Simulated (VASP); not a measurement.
Consider the following.

```xyz
4
Lattice="4.1867 2.0890 2.0890 2.0890 4.1867 2.0890 2.0890 2.0890 4.1867" Properties=species:S:1:pos:R:3 pbc="T T T"
Ni     0.0000     0.0000     0.0000
Ni     4.1823     4.1823     4.1823
O      2.0912     2.0912     2.0912
O      6.2735     6.2735     6.2735
```
Starting moments (μB, in the order of the record's atoms Ni Ni O O): 1.4 -1.4 0.0 0.0.

These are PBE GGA, VASP's PBE PAW potentials (set 64) (plane waves; VASP) values and carry that method's errors. Run with 520 eV cut-off, Gaussian smearing of 0.050 eV, potentials Ni O.

Give the spin-up energies of bands 6 to 19 at the high-symmetry points, in eV from the valence-band maximum.

```tsv
band	Γ	T	H2	L	S0	F
6	-2.22	-4.36	-5.31	-4.76	-5.21	-4.80
7	-2.22	-3.60	-4.59	-4.61	-4.67	-3.52
8	-2.19	-3.60	-4.43	-4.02	-4.44	-3.50
9	-1.81	-1.69	-1.39	-1.87	-1.38	-2.58
10	-1.81	-1.69	-1.29	-1.24	-1.23	-1.38
11	-1.71	-1.29	-1.17	-1.03	-1.19	-1.13
12	-1.48	-0.76	-0.84	-0.89	-0.85	-0.90
13	-1.48	-0.76	-0.53	-0.48	-0.55	-0.78
14	-0.56	-0.61	-0.39	-0.29	-0.42	-0.38
15	-0.56	-0.06	-0.22	-0.25	-0.23	-0.23
16	-0.28	-0.06	-0.13	-0.10	-0.14	-0.11
17	2.07	1.55	1.57	1.53	1.59	2.12
18	2.07	1.55	1.65	1.55	1.65	2.19
19	2.19	4.86	9.04	8.07	9.17	6.22
```

Give the spin-down energies of bands 6 to 19 at the high-symmetry points, in eV from the valence-band maximum.

```csv
band,Γ,T,H2,L,S0,F
6,-2.22,-4.36,-5.31,-4.76,-5.21,-4.80
7,-2.22,-3.60,-4.59,-4.61,-4.67,-3.52
8,-2.19,-3.60,-4.43,-4.02,-4.44,-3.50
9,-1.81,-1.69,-1.39,-1.87,-1.38,-2.58
10,-1.81,-1.69,-1.29,-1.24,-1.23,-1.38
11,-1.71,-1.29,-1.17,-1.03,-1.19,-1.13
12,-1.48,-0.76,-0.84,-0.89,-0.85,-0.90
13,-1.48,-0.76,-0.53,-0.48,-0.55,-0.78
14,-0.56,-0.61,-0.39,-0.29,-0.42,-0.38
15,-0.56,-0.06,-0.22,-0.25,-0.23,-0.23
16,-0.28,-0.06,-0.13,-0.10,-0.14,-0.11
17,2.07,1.55,1.57,1.53,1.59,2.12
18,2.07,1.55,1.65,1.55,1.65,2.19
19,2.19,4.86,9.04,8.07,9.17,6.22
```

The gap is indirect, 1.22 eV, from the valence maximum at F-Γ at 0.55 to the conduction minimum at Γ-S0 at 0.73.

The compound is NiO in the rock salt, AFM-II order structure. It was relaxed first.
